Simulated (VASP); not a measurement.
```xyz
4
Lattice="3.5582 0.0000 0.0000 0.0000 3.5582 0.0000 0.0000 0.0000 3.5582" Properties=species:S:1:pos:R:3 pbc="T T T"
Al     0.0000     0.0000     0.0000
Ni     0.0000     1.7791     1.7791
Ni     1.7791     0.0000     1.7791
Ni     1.7791     1.7791     0.0000
```

Method: optB88-vdW, VASP's PBE PAW potentials (set 64) (plane waves; VASP). Run with 520 eV cut-off, 10×10×10 Γ-centred mesh, tetrahedra with Blöchl corrections, potentials Al Ni.

The cores are frozen, which limits the accuracy of field gradients.

Task: Give the principal components of the electric field gradient (V/Å²) and the asymmetry η at each nucleus.

Result: 
```json
[
 {"atom": "Al1", "Vxx": "0.0", "Vyy": "0.0", "Vzz": "0.0", "η": "-"},
 {"atom": "Ni2", "Vxx": "3.2", "Vyy": "3.2", "Vzz": "-6.4", "η": "0.00"},
 {"atom": "Ni3", "Vxx": "3.2", "Vyy": "3.2", "Vzz": "-6.4", "η": "0.00"},
 {"atom": "Ni4", "Vxx": "3.2", "Vyy": "3.2", "Vzz": "-6.4", "η": "0.00"}
]
```

The compound is Ni3Al in the L1_2 structure. It was relaxed first. The run is not spin-polarised, so no magnetic state was tried.
